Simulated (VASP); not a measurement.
# Si7AuO16 (a cell with a defect) in VASP: single point with PBE

Aim: the single point of Si7AuO16 (a cell with a defect) with PBE.

All numbers are computed with VASP 6.6.1; they aren't measurements. Logs are shortened: lines on timing, memory, paths and dates and some standing lists are left out, and cuts for length are marked.

## (1) Starting point

The cell holds a defect, 24 atoms: a = 8.132 Å, b = 8.132 Å, c = 6.976 Å, α = 64.60°, β = 64.60°, γ = 50.80°.

## (2) Single point, PBE

File INCAR:

```
SYSTEM = Si7AuO16
PREC = Accurate
ENCUT = 520
EDIFF = 1E-6
ISMEAR = -1
SIGMA = 0.01
LREAL = Auto
LASPH = .True.
NELM = 100
ALGO = Fast
ISIF = 2
LWAVE = .False.
LCHARG = .True.
GGA = PE
LELF = .True.
LVHAR = .True.
NELECT = 136.0
NBANDS = 86
```

File KPOINTS:

```
regular mesh
0
Gamma
  3 3 3
  0 0 0
```

File POSCAR:

```
Si7AuO16
1.0
    0.0000000000      4.9329000000      6.4645000000
    4.9329000000      0.0000000000      6.4645000000
    4.9329000000      4.9329000000      0.0000000000
Au Si O
1 7 16
Direct
    0.2500000000      0.2500000000      0.5634987749
    0.7500000000      0.7500000000      0.0711773787
    0.9666499466      0.3016271645      0.3409615158
    0.4329906918      0.7895018686      0.9170344944
   -0.0150069124     -0.0029129039      0.1876572841
    0.5150069124      0.5029129039      0.6697374677
    0.5333500534      0.1983728355      0.1092386268
    0.0670093082      0.7104981314      0.6395270547
    0.4824856448      0.3208516470      0.8685499838
    0.9433554886      0.8658455367      0.4378622361
    0.5737772888      0.9568932119      0.1862105646
    0.1248158177      0.4672032553      0.7311035342
    0.1706322502      0.1193225293      0.4589449104
    0.6147966672      0.6706131512      0.0572304140
    0.7272333707      0.3608907355      0.5009842699
    0.2000297254      0.8123492139      0.0541500215
    0.9262227112      0.5431067881      0.2168810653
    0.3751841823      0.0327967447      0.8231226072
    0.3293677498      0.3806774707      0.2488996898
    0.8852033328      0.8293868488      0.8426402324
    0.7727666293      0.1391092645      0.0891083761
    0.2999702746      0.6876507861      0.5665289607
    0.0175143552      0.1791483530      0.1718872756
    0.5566445114      0.6341544633      0.7470632614
```

Potentials or basis: VASP PAW PBE potentials, release 64 (Au, Si, O).

Started as:

```sh
> cat potpaw_PBE.64/Au/POTCAR potpaw_PBE.64/Si/POTCAR potpaw_PBE.64/O/POTCAR > POTCAR
> mpirun -np 1 vasp_std > vasp.out
```

OUTCAR:

```text
SYSTEM = Si7AuO16
   PREC = Accurate
   ENCUT = 520
   EDIFF = 1E-6
   ISMEAR = -1
   LREAL = Auto
   LASPH = .True.
   NELM = 100
   ISIF = 2
   GGA = PE
   NELECT = 136.0

 ion  position               nearest neighbor table
   1  0.250  0.250  0.563-  12 2.00  18 2.00  13 2.00  19 2.00   3 3.03   7 3.03   8 3.24   4 3.24

   2  0.750  0.750  0.071-  17 1.63  11 1.63  14 1.64  20 1.64   7 2.96   3 2.96   4 2.99   8 2.99

   3  0.967  0.302  0.341-  23 1.62  13 1.63  15 1.64  17 1.64   2 2.96   5 2.99   1 3.03   6 3.13

   4  0.433  0.790  0.917-  18 1.59  24 1.63  16 1.64  14 1.64   5 2.96   2 2.99   6 3.06   1 3.24

   5  0.985  0.997  0.188-  21 1.61  23 1.61  10 1.63  16 1.63   4 2.96   3 2.99   8 3.06   7 3.13

   6  0.515  0.503  0.670-  15 1.61   9 1.61  24 1.63  22 1.63   8 2.96   7 2.99   4 3.06   3 3.13

   7  0.533  0.198  0.109-   9 1.62  19 1.63  21 1.64  11 1.64   2 2.96   6 2.99   1 3.03   5 3.13

   8  0.067  0.710  0.640-  12 1.59  10 1.63  22 1.64  20 1.64   6 2.96   2 2.99   5 3.06   1 3.24

   9  0.482  0.321  0.869-   6 1.61   7 1.62
  10  0.943  0.866  0.438-   5 1.63   8 1.63
  11  0.574  0.957  0.186-   2 1.63   7 1.64
  12  0.125  0.467  0.731-   8 1.59   1 2.00
  13  0.171  0.119  0.459-   3 1.63   1 2.00
  14  0.615  0.671  0.057-   2 1.64   4 1.64
[... 8 lines left out ...]
  23  0.018  0.179  0.172-   5 1.61   3 1.62
  24  0.557  0.634  0.747-   6 1.63   4 1.63

  LATTYP: Found a body centered tetragonal cell.
 ALAT       =     6.9761740818
 C/A-ratio  =     1.8533081096

  Lattice vectors:

 A1 = (  -4.9329000000,   0.0000000000,   6.4645000000)
 A2 = (   4.9329000000,   0.0000000000,   6.4645000000)
 A3 = (   0.0000000000,   4.9329000000,  -6.4645000000)

Analysis of symmetry for initial positions (statically):
=====================================================================
 Subroutine PRICEL returns:
 Original cell was already a primitive cell.

 Routine SETGRP: Setting up the symmetry group for a
 body centered tetragonal supercell.

 Subroutine GETGRP returns: Found  2 space group operations
 (whereof  1 operations were pure point group operations)
 out of a pool of 16 trial point group operations.

The static configuration has the point symmetry C_1 .
 The point group associated with its full space group is C_2 .

Analysis of symmetry for dynamics (positions and initial velocities):
=====================================================================
 Subroutine PRICEL returns:
 Original cell was already a primitive cell.

 Routine SETGRP: Setting up the symmetry group for a
 body centered tetragonal supercell.

 Subroutine GETGRP returns: Found  2 space group operations
 (whereof  1 operations were pure point group operations)
 out of a pool of 16 trial point group operations.

The dynamic configuration has the point symmetry C_1 .
 The point group associated with its full space group is C_2 .

 Subroutine INISYM returns: Found  2 space group operations
 (whereof  1 operations are pure point group operations),
 and found     1 'primitive' translations

----------------------------------------------------------------------------------------

                                     Primitive cell

  volume of cell :     314.6079

  direct lattice vectors                    reciprocal lattice vectors
     0.000000000  4.932900000  6.464500000    -0.101360255  0.101360255  0.077345502
     4.932900000  0.000000000  6.464500000     0.101360255 -0.101360255  0.077345502
     4.932900000  4.932900000  0.000000000     0.101360255  0.101360255 -0.077345502

  length of vectors
     8.131621158  8.131621158  6.976174082     0.162880721  0.162880721  0.162880721

  position of ions in fractional coordinates (direct lattice)
     0.250000000  0.250000000  0.563498775
     0.750000000  0.750000000  0.071177379
     0.966649947  0.301627164  0.340961516
     0.432990692  0.789501869  0.917034494
     0.984993088  0.997087096  0.187657284
     0.515006912  0.502912904  0.669737468
[... 16 lines left out ...]
     0.017514355  0.179148353  0.171887276
     0.556644511  0.634154463  0.747063261

  ion indices of the primitive-cell ions
   primitive index   ion index
                 1           1
                 2           2
                 3           3
                 4           4
                 5           5
                 6           6
[... 16 lines left out ...]
                23          23
                24          24

----------------------------------------------------------------------------------------

 KPOINTS: regular mesh

Automatic generation of k-mesh.
 Grid dimensions read from file:
 generate k-points for:    3    3    3

 Generating k-lattice:

  Cartesian coordinates                     Fractional coordinates (reciprocal lattice)
    -0.033786752  0.033786752  0.025781834     0.333333333  0.000000000  0.000000000
     0.033786752 -0.033786752  0.025781834     0.000000000  0.333333333  0.000000000
     0.033786752  0.033786752 -0.025781834     0.000000000  0.000000000  0.333333333

  Length of vectors
     0.054293574  0.054293574  0.054293574

  Shift w.r.t. Gamma in fractional coordinates (k-lattice)
     0.000000000  0.000000000  0.000000000

 Subroutine IBZKPT returns following result:
 ===========================================

 Found     10 irreducible k-points:

 Following reciprocal coordinates:
            Coordinates               Weight
  0.000000  0.000000  0.000000      1.000000
  0.333333 -0.000000  0.000000      2.000000
 -0.000000 -0.000000 -0.333333      4.000000
 -0.000000  0.333333  0.000000      2.000000
  0.333333  0.333333  0.000000      2.000000
 -0.333333  0.333333  0.000000      2.000000
  0.333333  0.333333 -0.333333      2.000000
  0.333333  0.000000  0.333333      4.000000
 -0.333333  0.000000  0.333333      4.000000
  0.000000 -0.333333  0.333333      4.000000
   k-points           NKPTS =     10   k-points in BZ     NKDIM =     10   number of bands    NBANDS=     86
   number of dos      NEDOS =    301   number of ions     NIONS =     24
   total plane-waves  NPLWV = 194400
   dimension x,y,z NGX =    60 NGY =   60 NGZ =   54
   dimension x,y,z NGXF=   120 NGYF=  120 NGZF=  108
   ions per type =               1   7  16
   NGX,Y,Z   is equivalent  to a cutoff of  12.27, 12.27, 12.87 a.u.
   NGXF,Y,Z  is equivalent  to a cutoff of  24.53, 24.53, 25.74 a.u.
 SYSTEM =  Si7AuO16
   PREC   = accura    normal or accurate (medium, high low for compatibility)
   ISTART =      0    job   : 0-new  1-cont  2-samecut
   ICHARG =      2    charge: 1-file 2-atom 10-const
   ISPIN  =      1    spin polarized calculation?
   LNONCOLLINEAR =      F non collinear calculations
   LSORBIT =      F    spin-orbit coupling
   LASPH  =      T    aspherical Exc in radial PAW
   ENCUT  =  520.0 eV  38.22 Ry    6.18 a.u.  15.12 15.12 12.97*2*pi/ulx,y,z
   NELM   =    100;   NELMIN=  2; NELMDL= -5     # of ELM steps
   EDIFF  = 0.1E-05   stopping-criterion for ELM
   LREAL  =      T    real-space projection
   EDIFFG = 0.1E-04   stopping-criterion for IOM
   NSW    =      0    number of steps for IOM
   IBRION =     -1    ionic relax: 0-MD 1-quasi-New 2-CG
   NFREE  =      0    steps in history (QN), initial steepest desc. (CG)
   ISIF   =      2    stress and relaxation
   ISYM   =      2    0-nonsym 1-usesym 2-fastsym
   POTIM  = 0.5000    time-step for ionic-motion
   TEBEG  =    0.0;   TEEND  =   0.0 temperature during run
   PSTRESS=    0.0 pullay stress
   NELECT =     136.0000    total number of electrons
   NUPDOWN=      -1.0000    fix difference up-down
   EMIN   =  10.00;   EMAX   =-10.00  energy-range for DOS
   EFERMI =   0.00;   METHOD = LEGACY
   ISMEAR =    -1;   SIGMA  =   0.01  broadening in eV -4-tet -1-fermi 0-gaus
   EFERMI_NEDOS =   21; number of points for ismear=-14 and -15
   IALGO  =     68    algorithm
   IMIX   =      4    mixing-type and parameters
     AMIX     =   0.40;   BMIX     =  1.00
     AMIX_MAG =   1.60;   BMIX_MAG =  1.00
  volume/ion in A,a.u.               =      13.11        88.46
  Fermi-wavevector in a.u.,A,eV,Ry     =   1.237840  2.339179 20.847508  1.532249
  Thomas-Fermi vector in A             =   2.372391
   LORBIT       =      0    0 simple, 1 ext, 2 COOP (PROOUT), +10 PAW based schemes
   GGA     = PE    functional components
   LHFCALC =     F    Hartree Fock is set to
   AEXX    =    0.0000 exact exchange contribution
   IVDW    =     0    specifies the selected vdW correction
   LEPSILON=     F    determine dielectric tensor
   LRPA    =     F    only Hartree local field effects (RPA)
 non-spin polarized calculation
 RMM-DIIS sequential band-by-band and
  energy-cutoff  :      520.00
  volume of cell :      314.61
 maximum number of plane-waves:      8488
   NGX = 31   NGY = 31   NGZ = 25

 number of electron     135.9999997 magnetization

 Free energy of the ion-electron system (eV)
  ---------------------------------------------------
  ext. energy  EPLUGINS =         0.00000000
  ---------------------------------------------------
  free energy    TOTEN  =      -172.41511385 eV

  energy without entropy =     -172.41511385  energy(sigma->0) =     -172.41511385

 E-fermi :   2.6539     XC(G=0):  -9.2766

 val. band max:        2.3612437225   @ k =   0.0000   0.0000   0.0000
 cond. band min:       3.7014191737   @ k =   0.0000  -0.3333   0.3333
 fundamental gap:      1.3401754512
 Fermi energy:         2.6539080820

 k-point     1 :       0.0000    0.0000    0.0000
  band No.  band energies     occupation
      1     -18.4364      2.00000
      2     -17.5971      2.00000
      3     -17.5633      2.00000
      4     -17.4276      2.00000
      5     -17.4113      2.00000
      6     -17.3874      2.00000
[... 72 lines left out ...]
     79      10.4872      0.00000
     80      10.6908      0.00000

 k-point     2 :       0.3333   -0.0000    0.0000
  band No.  band energies     occupation
      1     -18.3060      2.00000
      2     -17.9331      2.00000
      3     -17.6993      2.00000
      4     -17.4524      2.00000
      5     -17.2337      2.00000
      6     -17.0790      2.00000
[... 656 lines left out ...]
 k-point    10 :       0.0000   -0.3333    0.3333
  band No.  band energies     occupation
      1     -18.1499      2.00000
      2     -17.9686      2.00000
      3     -17.9619      2.00000
      4     -17.4785      2.00000
      5     -17.0339      2.00000
      6     -16.9610      2.00000
[... 72 lines left out ...]
     79      10.5676      0.00000
     80      10.7547      0.00000
 [bands above 80 left out]

------------------------ aborting loop because EDIFF is reached ----------------------------------------

  FORCE on cell =-STRESS in cart. coord.  units (eV):
  Direction    XX          YY          ZZ          XY          YZ          ZX
  --------------------------------------------------------------------------------------
  -------------------------------------------------------------------------------------
  Total       16.5689956     16.5689956     23.9696825      6.7857597     -2.6042061      2.6042045
  in kB       84.3795504     84.3795504    122.0684152     34.5572758    -13.2622246     13.2622163
  external PRESSURE =      96.9425053 kB  Pullay stress =       0.0000000 kB

 VOLUME and BASIS-vectors are now :
 -----------------------------------------------------------------------------
  energy-cutoff  :      520.00
  volume of cell :      314.61
      direct lattice vectors                 reciprocal lattice vectors
     0.000000000  4.932900000  6.464500000    -0.101360255  0.101360255  0.077345502
     4.932900000  0.000000000  6.464500000     0.101360255 -0.101360255  0.077345502
     4.932900000  4.932900000  0.000000000     0.101360255  0.101360255 -0.077345502

 POSITION                                       TOTAL-FORCE (eV/Angst)
 -----------------------------------------------------------------------------------
      4.01291      4.01291      3.23225         0.030438      0.030438      0.000000
      4.05079      4.05079      9.69675         0.020094      0.020094      0.000000
      3.16983      6.45032      8.19878         0.010608     -0.034868      0.007706
      8.41817      6.65954      7.90280        -0.055532      0.041464     -0.052033
      5.84423      5.78457     12.81316        -0.011251     -0.039304     -0.014165
      5.78457      5.84423      6.58034        -0.039304     -0.011251      0.014165
[... 16 lines left out ...]
      1.73162      0.93430      1.27133        -0.000222      0.004128      0.002801
      6.81341      6.43106      7.69792         0.009193      0.002835      0.004323
 -----------------------------------------------------------------------------------
    total drift:                               -0.003314     -0.003323     -0.000001

  FREE ENERGIE OF THE ION-ELECTRON SYSTEM (eV)
  ---------------------------------------------------
  free  energy   TOTEN  =      -172.4151138508 eV

  energy  without entropy=     -172.4151138508  energy(sigma->0) =     -172.41511385
```

Wall time 8.9 min (1 thread of Intel Xeon Platinum 8259CL at 2.50GHz (Skylake/Cascade Lake), shared host); peak memory 0.54 GiB.

Results:

| Quantity | Value |
| --- | --- |
| Free energy | -172.4151 eV |
| Largest force | 0.087 eV/Å |
| Band gap on the k mesh | 1.34 eV, indirect (least direct gap 1.36 eV) |

Forces in eV/Å, atoms in the order of the input:
```
Au   0.030  0.030  0.000
Si   0.020  0.020  0.000
Si   0.011 -0.035  0.008
Si  -0.056  0.041 -0.052
Si  -0.011 -0.039 -0.014
Si  -0.039 -0.011  0.014
Si  -0.035  0.011 -0.008
Si   0.041 -0.056  0.052
O    0.004  0.000 -0.003
O    0.003  0.009 -0.004
O    0.010  0.000  0.005
O   -0.027  0.036 -0.065
O   -0.031  0.056 -0.014
O   -0.003 -0.004 -0.010
O   -0.007  0.001  0.018
O   -0.011  0.002 -0.001
O    0.000  0.010 -0.005
O    0.036 -0.027  0.065
O    0.056 -0.031  0.014
O   -0.004 -0.003  0.010
O    0.001 -0.007 -0.018
O    0.002 -0.011  0.001
O    0.000  0.004  0.003
O    0.009  0.003  0.004
```

Levels at points of the mesh, in eV from the valence-band top:
```
           k point  band 66  band 67  band 68  band 69  band 70  band 71
(0.00, 0.00, 0.00)    -0.66    -0.25     0.00     1.37     3.89     6.67
```

Caveat: the cell carries a net charge on a neutralising background, which shifts energy and pressure; the cell is charged against a uniform background, so pressure and absolute levels hang on convention; spin-orbit coupling is left out, which moves the levels of the heavy elements.
